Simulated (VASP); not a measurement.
# MnAu2: structure and properties in VASP, part 3 of 7

What structure does MnAu2 take at this level, and what are its properties? The start is a computed cell from the Materials Project.

VASP 6.6.1, plane waves and PAW; the level of theory is named at each step.

Still holding for the runs below: The k-mesh is coarse for a metal.

So far, largest spin moment in the PAW sphere (μB): step 2 (magnetic order: ferromagnetic) 3.85; step 3 (magnetic order: antiferromagnetic, q = (0, 0, 1/2)) 3.94; step 4 (magnetic order: antiferromagnetic, q = (1/2, 1/2, 1/2)) 3.90.

### 5. Magnetic order: antiferromagnetic, q = (1/2, 0, 0)

Level of this step: PBEsol, spin-polarised from an antiferromagnetic start; plane waves and PAW (Mn_pv, Au) (VASP).

Next, a pattern with opposite moments, which needs a doubled cell; q is given in the reciprocal vectors of the primitive cell.

Input file INCAR:

```
SYSTEM = MnAu2
PREC = Accurate
ENCUT = 400
EDIFF = 1E-06
NELM = 100
ISMEAR = 1
SIGMA = 0.2
LREAL = .FALSE.
ALGO = Normal
GGA = PS
NBANDS = 46
ISPIN = 2
MAGMOM = 4 -4 0 0 0 0
LASPH = .TRUE.
LMAXMIX = 4
LORBIT = 11
LWAVE = .FALSE.
LCHARG = .FALSE.
KPAR = 8
ISIF = 2
```

Input file POSCAR:

```
MnAu2
1.0
    0.0000000000     -6.7764716736      0.0000000000
   -3.3882358368      0.0000000000      0.0000000000
    1.6941179184     -1.6941179184     -4.3776572986
Mn Au
2 4
Direct
    0.0000000000      0.0000000000      0.0000000000
    0.5000000000      0.0000000000      0.0000000000
    0.3301638900      0.3396722200      0.6793444400
    0.8301638900      0.3396722200      0.6793444400
    0.1698361100      0.6603277800      0.3206555600
    0.6698361100      0.6603277800      0.3206555600
```

Input file KPOINTS:

```
Automatic mesh
0
Gamma
4 7 7
0 0 0
```

Potentials, in the order of the species: Mn_pv and Au (PBE family, release 64).

Command:

```console
$ mpirun -np 8 vasp_std
```

Log:

```text
[... set-up lines as in an earlier step ...]
 entering main loop
       N       E                     dE             d eps       ncg     rms          rms(c)
DAV:   1     0.596432783224E+03    0.59643E+03   -0.31949E+04 11958   0.138E+03
DAV:   2    -0.455097875802E+01   -0.60098E+03   -0.56912E+03 11334   0.390E+02
DAV:   3    -0.378443860813E+02   -0.33293E+02   -0.32019E+02 12292   0.992E+01
DAV:   4    -0.384676636530E+02   -0.62328E+00   -0.62140E+00 11946   0.138E+01
DAV:   5    -0.384764978546E+02   -0.88342E-02   -0.88336E-02 11928   0.177E+00    0.211E+01
DAV:   6    -0.360839562522E+02    0.23925E+01   -0.19032E+01 11208   0.373E+01    0.166E+01
DAV:   7    -0.354145234614E+02    0.66943E+00   -0.11235E+01 11814   0.406E+01    0.119E+01
DAV:   8    -0.351304861030E+02    0.28404E+00   -0.82896E-01 11604   0.825E+00    0.564E+00
DAV:   9    -0.351035939735E+02    0.26892E-01   -0.24899E-01 12508   0.501E+00    0.214E+00
DAV:  10    -0.351033336763E+02    0.26030E-03   -0.61953E-02 11994   0.228E+00    0.345E-01
DAV:  11    -0.351033233763E+02    0.10300E-04   -0.37057E-03 12594   0.599E-01    0.986E-02
DAV:  12    -0.351034238233E+02   -0.10045E-03   -0.59987E-04 11982   0.167E-01    0.534E-02
DAV:  13    -0.351034359919E+02   -0.12169E-04   -0.37988E-05 11954   0.351E-02    0.213E-02
DAV:  14    -0.351034350015E+02    0.99045E-06   -0.58468E-06 11938   0.165E-02
   1 F= -.35103435E+02 E0= -.35101855E+02  d E =-.474131E-02  mag=     0.0000
```

Run time: 31 s. Hardware: 8 MPI ranks of Intel Xeon 6975P-C (Granite Rapids), shared host; peak memory 3.4 GiB; 3.2 min of CPU time.

From OUTCAR (step 5):

```text
   k-points           NKPTS =     60   k-points in BZ     NKDIM =     60   number of bands    NBANDS=     46

   ENCUT  =  400.0 eV  29.40 Ry    5.42 a.u.  11.05  5.53  8.14*2*pi/ulx,y,z

   NELECT =      70.0000    total number of electrons

 E-fermi :   8.6455

 spin component 1
 k-point     1 :       0.0000    0.0000    0.0000
  band No.  band energies     occupation
    ...
     31       6.4059      1.00000
     32       6.4217      1.00000
     33       6.6548      1.00000
     34       6.9473      1.00000
     35       8.2808      1.01355
     36       8.7978      0.02057
     37       9.2819     -0.00003
     38       9.8737     -0.00000
     39       9.9299     -0.00000
     40       9.9751     -0.00000
    ...

 k-point     2 :       0.2500    0.0000    0.0000
  band No.  band energies     occupation
    ...
     31       6.3702      1.00000
     32       6.7567      1.00000
     33       7.0249      1.00000
     34       7.5005      1.00000
     35       8.5648      0.81256
     36       9.2224     -0.00018
     37       9.4952     -0.00000
     38       9.9157     -0.00000
     39       9.9972     -0.00000
     40      10.0512     -0.00000
    ...

  Total       -3.6754061     -3.4541085     -3.5472339      0.0000000      0.1604927      0.0000000
  in kB      -58.5864107    -55.0589006    -56.5433308      0.0000000      2.5582725      0.0000000
  external PRESSURE =     -56.7295474 kB  Pullay stress =       0.0000000 kB

 POSITION                                       TOTAL-FORCE (eV/Angst)
 -----------------------------------------------------------------------------------
      0.00000      0.00000      0.00000        -0.000000     -0.000000      0.000000
      0.00000     -3.38824      0.00000         0.000000     -0.000000      0.000000
      0.00000     -3.38824     -2.97394        -0.000000     -0.023854      0.013693
      0.00000     -6.77647     -2.97394        -0.000000     -0.023854      0.013693
     -1.69412     -1.69412     -1.40372         0.000000      0.023854     -0.013693
     -1.69412     -5.08235     -1.40372         0.000000      0.023854     -0.013693
 -----------------------------------------------------------------------------------
    total drift:                                0.000000     -0.000000     -0.000000

  FREE ENERGIE OF THE ION-ELECTRON SYSTEM (eV)
  ---------------------------------------------------
  free  energy   TOTEN  =       -35.1034350015 eV

  energy  without entropy=      -35.0986936925  energy(sigma->0) =      -35.10185457

 magnetization (x)
# of ion       s       p       d       tot
------------------------------------------
    1        0.027   0.031   3.835   3.893
    2       -0.027  -0.031  -3.835  -3.893
    3       -0.003   0.009  -0.022  -0.016
    4        0.003  -0.009   0.022   0.016
    5        0.003  -0.009   0.022   0.016
    6       -0.003   0.009  -0.022  -0.016
--------------------------------------------------
tot          0.000   0.000   0.000   0.000

[... 15 further parts left out ...]
```

At this level the cell is under a tension of 5.7 GPa, so at these settings it is away from equilibrium.

This step gave:

| Quantity | Value |
| --- | --- |
| SCF cycles | 14 |
| irreducible k-points | 60 |
| symmetry operations | 4 |
| free energy (TOTEN) | -35.10 eV |
| energy at zero smearing | -35.10 eV |
| Fermi energy | 8.646 eV |
| pressure | -5.673 GPa |

The energy lies +51.0 meV an atom from the first pattern. The run ends antiferromagnetic with a largest moment of 3.89 μB, and the mesh shows no gap.

### 6. The orders side by side

This step: collinear orders at PBEsol; plane waves and PAW (VASP 6.6.1).

Derived from the runs above.

Patterns, by row:

```csv
start,atoms,energy less that of the first (meV/atom),largest site moment (μB),end state
ferromagnetic,3,0,3.85,ferromagnetic
"antiferromagnetic, q = (0, 0, 1/2)",6,32.3,3.94,antiferromagnetic
"antiferromagnetic, q = (1/2, 1/2, 1/2)",6,61.3,3.9,antiferromagnetic
"antiferromagnetic, q = (1/2, 0, 0)",6,51,3.89,antiferromagnetic
```

The session goes on in the lowest magnetic state found: ferromagnetic. The next one lies 32.3 meV an atom higher.

### 7. Full relaxation (PBEsol)

This step: PBEsol, spin-polarised from a ferromagnetic start; plane waves and PAW (Mn_pv, Au) (VASP 6.6.1).

System of this step: MnAu2. It takes space group I4/mmm (No. 139, tetragonal). The conventional cell has a = 3.388 Å, b = 3.388 Å, c = 8.755 Å, α = 90.00°, β = 90.00°, γ = 90.00°. Nearest to Mn lie 10 Au at 2.78 to 2.97 Å. Nearest to Au lie 5 Mn at 2.78 to 2.97 Å and 5 Au at 2.81 to 2.86 Å. Farther neighbours are not listed.

The start need not lie at this functional's minimum. ISIF = 3 frees volume, shape and positions, and EDIFFG sets the threshold on forces and stress at which the search stops.

Edit INCAR of step 5 so:

```diff
@@ -10,5 +10,5 @@
 GGA = PS
-NBANDS = 46
+NBANDS = 28
 ISPIN = 2
-MAGMOM = 4 -4 0 0 0 0
+MAGMOM = 3.85 0.03 0.03
 LASPH = .TRUE.
@@ -19,2 +19,5 @@
 KPAR = 8
-ISIF = 2
+IBRION = 2
+NSW = 60
+ISIF = 3
+EDIFFG = -0.01
```

Input file POSCAR:

```
MnAu2
1.0
    0.0000000000     -3.3882358368      0.0000000000
   -3.3882358368      0.0000000000      0.0000000000
    1.6941179184     -1.6941179184     -4.3776572986
Mn Au
1 2
Direct
    0.0000000000      0.0000000000      0.0000000000
    0.6603277800      0.3396722200      0.6793444400
    0.3396722200      0.6603277800      0.3206555600
```

Input file KPOINTS:

```
Automatic mesh
0
Gamma
6 6 6
0 0 0
```

Command:

```console
$ mpirun -np 8 vasp_std
```

Log:

```text
[banner, memory and clock lines left out]
running    8 mpi-ranks, on    1 nodes
 distrk:  each k-point on    1 cores,    8 groups
 distr:  one band on    1 cores,    1 groups

 POSCAR found type information on POSCAR MnAu
 POSCAR found :  2 types and       3 ions
 [... a notice as in an earlier step ...]

 [... a notice as in an earlier step ...]

 LDA part: xc-table for (Slater+PW92), standard interpolation
 POSCAR, INCAR and KPOINTS ok, starting setup
 FFT: planning ... GRIDC
 FFT: planning ... GRID_SOFT
 FFT: planning ... GRID
 WAVECAR not read
 entering main loop
       N       E                     dE             d eps       ncg     rms          rms(c)
DAV:   1     0.256217982788E+03    0.25622E+03   -0.15640E+04  3488   0.110E+03
DAV:   2    -0.944176993854E+01   -0.26566E+03   -0.24949E+03  3416   0.317E+02
DAV:   3    -0.192241591425E+02   -0.97824E+01   -0.96640E+01  3748   0.690E+01
DAV:   4    -0.193223447934E+02   -0.98186E-01   -0.98147E-01  3780   0.676E+00
DAV:   5    -0.193241363949E+02   -0.17916E-02   -0.17916E-02  3612   0.918E-01    0.149E+01
DAV:   6    -0.181478906816E+02    0.11762E+01   -0.66012E+00  3556   0.286E+01    0.114E+01
DAV:   7    -0.178252788455E+02    0.32261E+00   -0.19204E+00  3620   0.283E+01    0.819E+00
DAV:   8    -0.176885111107E+02    0.13677E+00   -0.29717E-01  3596   0.595E+00    0.390E+00
DAV:   9    -0.176777568407E+02    0.10754E-01   -0.42952E-02  3956   0.258E+00    0.175E+00
DAV:  10    -0.176780754740E+02   -0.31863E-03   -0.13488E-02  3620   0.108E+00    0.269E-01
DAV:  11    -0.176782486084E+02   -0.17313E-03   -0.16798E-03  3644   0.488E-01    0.809E-02
DAV:  12    -0.176782768516E+02   -0.28243E-04   -0.18148E-04  3632   0.911E-02    0.410E-02
DAV:  13    -0.176782766271E+02    0.22442E-06   -0.98630E-06  3688   0.214E-02
   1 F= -.17678277E+02 E0= -.17676323E+02  d E =-.176783E+02  mag=     3.9891
 curvature:   0.00 expect dE= 0.000E+00 dE for cont linesearch  0.000E+00
 trial: gam= 0.00000 g(F)=  0.368E-03 g(S)=  0.223E+00 ort = 0.000E+00 (trialstep = 0.100E+01)
 search vector abs. value=  0.224E+00
 bond charge predicted
       N       E                     dE             d eps       ncg     rms          rms(c)
DAV:   1    -0.236507156082E+02   -0.59724E+01   -0.78106E+01  3644   0.827E+01    0.209E+01
DAV:   2    -0.191017086003E+02    0.45490E+01   -0.17472E+01  3544   0.495E+01    0.165E+01
DAV:   3    -0.180860485641E+02    0.10157E+01   -0.54163E+00  3620   0.515E+01    0.976E+00
DAV:   4    -0.176530280301E+02    0.43302E+00   -0.13146E+00  3592   0.118E+01    0.303E+00
DAV:   5    -0.176608963395E+02   -0.78683E-02   -0.99885E-02  3708   0.285E+00    0.131E+00
DAV:   6    -0.176622095693E+02   -0.13132E-02   -0.97939E-03  3720   0.820E-01    0.630E-01
DAV:   7    -0.176609964684E+02    0.12131E-02   -0.17276E-03  3740   0.426E-01    0.232E-01
DAV:   8    -0.176612387699E+02   -0.24230E-03   -0.62506E-04  3620   0.196E-01    0.599E-02
DAV:   9    -0.176612364713E+02    0.22986E-05   -0.27053E-05  3788   0.657E-02    0.292E-02
DAV:  10    -0.176612363230E+02    0.14831E-06   -0.33228E-06  3624   0.156E-02
   2 F= -.17661236E+02 E0= -.17660638E+02  d E =0.170403E-01  mag=     3.8017
[...]
3 F= -.17735102E+02 E0= -.17733623E+02  d E =-.568257E-01  mag=     3.8446
[...]
4 F= -.17735127E+02 E0= -.17733676E+02  d E =-.568504E-01  mag=     3.8425
[...]
5 F= -.17735102E+02 E0= -.17733681E+02  d E =-.568254E-01  mag=     3.8405
[...]
6 F= -.17735641E+02 E0= -.17734191E+02  d E =-.539000E-03  mag=     3.8387
[...]
7 F= -.17735642E+02 E0= -.17734190E+02  d E =-.539652E-03  mag=     3.8386
 curvature:  -0.48 expect dE=-0.403E-04 dE for cont linesearch -0.278E-07
 trial: gam=-0.00419 g(F)=  0.325E-06 g(S)=  0.840E-04 ort = 0.835E-05 (trialstep = 0.912E+00)
 search vector abs. value=  0.843E-04
 bond charge predicted
       N       E                     dE             d eps       ncg     rms          rms(c)
DAV:   1    -0.177373822477E+02   -0.17400E-02   -0.23254E-02  3612   0.147E+00    0.348E-01
DAV:   2    -0.177360571826E+02    0.13251E-02   -0.53972E-03  3592   0.930E-01    0.335E-01
DAV:   3    -0.177356982292E+02    0.35895E-03   -0.10387E-03  3616   0.539E-01    0.114E-01
DAV:   4    -0.177356674611E+02    0.30768E-04   -0.11925E-04  3576   0.119E-01    0.519E-02
DAV:   5    -0.177356617498E+02    0.57112E-05   -0.90982E-06  3524   0.252E-02    0.253E-02
DAV:   6    -0.177356612713E+02    0.47852E-06   -0.39879E-06  3560   0.225E-02
   8 F= -.17735661E+02 E0= -.17734161E+02  d E =-.196326E-04  mag=     3.8420
 trial-energy change:   -0.000020  1 .order   -0.000040   -0.000077   -0.000003
 step:   0.9483(harm=  0.9483)  dis= 0.00010  next Energy=   -17.735682 (dE=-0.400E-04)
 reached required accuracy - stopping structural energy minimisation
```

Run time: 31 s. Hardware: 8 MPI ranks; peak memory 1.9 GiB.

Parts of OUTCAR (step 7):

```text
   k-points           NKPTS =     30   k-points in BZ     NKDIM =     30   number of bands    NBANDS=     28

   NELECT =      35.0000    total number of electrons

 E-fermi :   9.3216

 spin component 1
 k-point     1 :       0.0000    0.0000    0.0000
  band No.  band energies     occupation
    ...
     15       6.3138      1.00000
     16       6.8345      1.00000
     17       6.8345      1.00000
     18       7.2602      1.00000
     19       7.6556      1.00000
     20      11.5601     -0.00000
     21      11.8189     -0.00000
     22      18.6537      0.00000
     23      18.6537      0.00000
     24      18.9840      0.00000
    ...

 k-point     2 :       0.1667    0.0000   -0.0000
  band No.  band energies     occupation
    ...
     15       6.4231      1.00000
     16       6.7970      1.00000
     17       7.2055      1.00000
     18       7.4821      1.00000
     19       7.9375      1.00000
     20      10.8637     -0.00000
     21      13.5002      0.00000
     22      14.7077      0.00000
     23      16.5949      0.00000
     24      18.1483      0.00000
    ...

  Total        0.0101107      0.0101107     -0.0086035      0.0000000      0.0000000      0.0000000
  in kB        0.3393389      0.3393389     -0.2887528      0.0000000      0.0000000      0.0000000
  external PRESSURE =       0.1299750 kB  Pullay stress =       0.0000000 kB

 POSITION                                       TOTAL-FORCE (eV/Angst)
 -----------------------------------------------------------------------------------
      0.00000     -0.00000     -0.00000         0.000000      0.000000      0.000000
      0.00000     -3.32909     -2.92048        -0.000000      0.000000     -0.001601
     -1.66455     -1.66455     -1.38686         0.000000     -0.000000      0.001601
 -----------------------------------------------------------------------------------
    total drift:                               -0.000000     -0.000000      0.000000

  FREE ENERGIE OF THE ION-ELECTRON SYSTEM (eV)
  ---------------------------------------------------
  free  energy   TOTEN  =       -17.7356612713 eV

  energy  without entropy=      -17.7311604138  energy(sigma->0) =      -17.73416099

 reached required accuracy - stopping structural energy minimisation

 magnetization (x)
# of ion       s       p       d       tot
------------------------------------------
    1        0.020   0.013   3.687   3.720
    2       -0.038  -0.032   0.087   0.017
    3       -0.038  -0.032   0.087   0.017
--------------------------------------------------
tot         -0.055  -0.051   3.861   3.755

[... 5 parts as in an earlier step ...]

[... 16 further parts left out ...]
```

CONTCAR:

```
MnAu2
   1.00000000000000
     0.0000000000000000   -3.3290902062761814    0.0000000000000000
    -3.3290902062761814    0.0000000000000000   -0.0000000000000000
     1.6645451031380907   -1.6645451031380907   -4.3073360787716659
  Mn              Au
     1     2
Direct
     0.0000000000000000    0.0000000000000000    0.0000000000000000
     0.6609877080606891    0.3390122919393110    0.6780245838786292
     0.3390122919393110    0.6609877080606891    0.3219754161213708
```

The magnetic order is the lowest of the few collinear ones that converged above; longer or canted patterns were not tried. The run keeps the 16 symmetry operations of its start, so it cannot find a distortion of lower symmetry.

The steps of the relaxation:

```csv
step,energy less that of the first step (eV),largest force (eV/Å),pressure (GPa),volume (Å³)
1,0.0000,0.0617,-6.85,50.26
2,0.0170,0.1167,10.02,45.22
3,-0.0568,0.0922,-0.12,47.77
4,-0.0568,0.0928,-0.06,47.72
5,-0.0568,0.0934,0.10,47.68
6,-0.0574,0.0049,0.14,47.65
7,-0.0574,0.0018,0.14,47.65
8,-0.0574,0.0016,0.01,47.74
```

| conventional cell, symmetrised | before | after | change |
| --- | --- | --- | --- |
| a (Å) | 3.388 | 3.329 | -1.7 % |
| b (Å) | 3.388 | 3.329 | -1.7 % |
| c (Å) | 8.755 | 8.615 | -1.6 % |
| volume (Å³/atom) | 16.75 | 15.91 | -5.0 % |

The relaxed structure:

```xyz
3
Lattice="0.0000 -3.3291 0.0000 -3.3291 0.0000 0.0000 1.6645 -1.6645 -4.3073" Properties=species:S:1:pos:R:3 pbc="T T T"
Mn    0.0000    0.0000    0.0000
Au    0.0000   -3.3291   -2.9205
Au   -1.6645   -1.6645   -1.3869
```

Numbers from this step:

```
electrons                                         : 35
bands                                             : 28
irreducible k-points                              : 30
symmetry operations                               : 16
free energy (TOTEN)                               : -17.74 eV
energy at zero smearing                           : -17.73 eV
Fermi energy                                      : 9.322 eV
pressure                                          : 0.01300 GPa
moment of the cell, from the last line of the log : 3.842 μB
SCF cycles over all ionic steps                   : 60
```

Spin moment in the PAW sphere by atom:

```csv
atom,spin moment in the PAW sphere (μB)
Mn1,3.72
Au2,0.02
Au3,0.02
```

It ends with a largest force of 0.002 eV/Å and a pressure of 0.01 GPa.

(Continued in part 4 of 7.)

[Lines on the potential files, build, host, timing and source positions are cut from VASP's logs without a mark.]

[Logs are printed without paths, hosts, clocks, repeated set-up lines and the standing remarks that a program may print on its own settings, such as how far it seeks lower states.]

[Hosts, paths, dates, database ids (printed as entryN), source tags and the programs' standing remarks are cut or masked in the printed files.]

[A measured line is paired with the nearest computed mode of its activity, which favours agreement.]
